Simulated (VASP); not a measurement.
Calculation: MS2 meta-GGA, VASP's PBE PAW potentials (set 64) (plane waves; VASP).

A VASP calculation is set up with these files.

File KPOINTS:
```
kpoints
0
G
  7 7 7
0 0 0
```

**INCAR**
```
! general
SYSTEM  = NaI
PREC    = Accurate
ENCUT   = 520
LREAL   = .FALSE.   ! projection in real space or not
LASPH   = .TRUE.   ! aspherical one-centre terms

! electronic loop
EDIFF   = 1E-7   ! SCF stop (eV)
NELM    = 100
ALGO    = Normal
LMAXMIX = 4
LMIXTAU = .TRUE.

! smearing
ISMEAR  = 0   ! Gaussian
SIGMA   = 0.05   ! width (eV)

! functional
METAGGA = MS2

! ions
ISIF    = 2   ! forces and stress, cell fixed

! output
LWAVE   = .FALSE.
LCHARG  = .FALSE.
```

### POSCAR
```
NaI
4.5003230
  0.0000000000   0.7071067717   0.7071067717
  0.7071067717   0.0000000000   0.7071067717
  0.7071067717   0.7071067717   0.0000000000
Na I
1 1
Cartesian
  0.0000000000   0.0000000000   0.0000000000
  0.7071067717   0.7071067717   0.7071067717
```

POTCAR, in this order: Na_pv I (PBE.64 set). Program: vasp_std.

What VASP printed:

**OSZICAR**
```
       N       E                     dE             d eps       ncg     rms          rms(c)
DAV:   1     0.713679272814E+02    0.71368E+02   -0.66812E+03   440   0.110E+03
DAV:   2    -0.185788826295E+01   -0.73226E+02   -0.69570E+02   462   0.233E+02
DAV:   3    -0.708926445145E+01   -0.52314E+01   -0.51977E+01   536   0.647E+01
DAV:   4    -0.721907112104E+01   -0.12981E+00   -0.12973E+00   513   0.105E+01
DAV:   5    -0.722262015779E+01   -0.35490E-02   -0.35490E-02   534   0.179E+00    0.441E+00
DAV:   6    -0.404179081837E+01    0.31808E+01   -0.88061E-01   446   0.133E+01    0.158E+00
DAV:   7    -0.436212199961E+01   -0.32033E+00   -0.88140E-01   440   0.106E+01    0.134E+00
DAV:   8    -0.471887499197E+01   -0.35675E+00   -0.85222E-01   446   0.116E+01    0.347E-01
DAV:   9    -0.408163896962E+01    0.63724E+00   -0.42136E-01   440   0.919E+00    0.196E-01
DAV:  10    -0.408600824937E+01   -0.43693E-02   -0.85673E-03   464   0.124E+00    0.288E-01
DAV:  11    -0.408526043793E+01    0.74781E-03   -0.15284E-03   446   0.567E-01    0.841E-02
DAV:  12    -0.408679400934E+01   -0.15336E-02   -0.17115E-03   443   0.523E-01    0.325E-02
DAV:  13    -0.408726989037E+01   -0.47588E-03   -0.85201E-04   440   0.385E-01    0.969E-03
DAV:  14    -0.408731355370E+01   -0.43663E-04   -0.27135E-04   446   0.223E-01    0.842E-03
DAV:  15    -0.408724551283E+01    0.68041E-04   -0.39234E-05   494   0.779E-02    0.101E-02
DAV:  16    -0.408737717861E+01   -0.13167E-03   -0.88339E-05   449   0.138E-01    0.527E-03
DAV:  17    -0.408737655574E+01    0.62286E-06   -0.20586E-06   473   0.159E-02    0.132E-03
DAV:  18    -0.408737925944E+01   -0.27037E-05   -0.24641E-06   452   0.220E-02    0.589E-04
DAV:  19    -0.408737941367E+01   -0.15423E-06   -0.54879E-08   527   0.325E-03    0.713E-04
DAV:  20    -0.408737974133E+01   -0.32765E-06   -0.57759E-08   458   0.295E-03    0.149E-03
DAV:  21    -0.408737885537E+01    0.88596E-06   -0.10130E-08   247   0.188E-03    0.173E-04
DAV:  22    -0.408737875612E+01    0.99251E-07   -0.14980E-08   382   0.184E-03
   1 F= -.40873788E+01 E0= -.40873788E+01  d E =-.800229E-19
```

### OUTCAR
```
------------------------ aborting loop because EDIFF is reached ----------------------------------------
  FORCE on cell =-STRESS in cart. coord.  units (eV):
  Direction    XX          YY          ZZ          XY          YZ          ZX
  --------------------------------------------------------------------------------------
  Total        0.2243322      0.2243322      0.2243322      0.0000000      0.0000000     -0.0000000
  in kB        5.5768130      5.5768130      5.5768130      0.0000000      0.0000000     -0.0000000
  external PRESSURE =       5.5768130 kB  Pullay stress =       0.0000000 kB
  volume of cell :       64.45
      direct lattice vectors                 reciprocal lattice vectors
     0.000000000  3.182208868  3.182208868    -0.157123564  0.157123564  0.157123564
     3.182208868  0.000000000  3.182208868     0.157123564 -0.157123564  0.157123564
     3.182208868  3.182208868  0.000000000     0.157123564  0.157123564 -0.157123564
  FREE ENERGIE OF THE ION-ELECTRON SYSTEM (eV)
  ---------------------------------------------------
  free  energy   TOTEN  =        -4.0873787561 eV

  energy  without entropy=       -4.0873787561  energy(sigma->0) =       -4.08737876
```
(Selected blocks of OUTCAR.)

The compound is NaI in the rock salt structure. This cell is one point of a volume scan, at 0.97 of the reference volume.
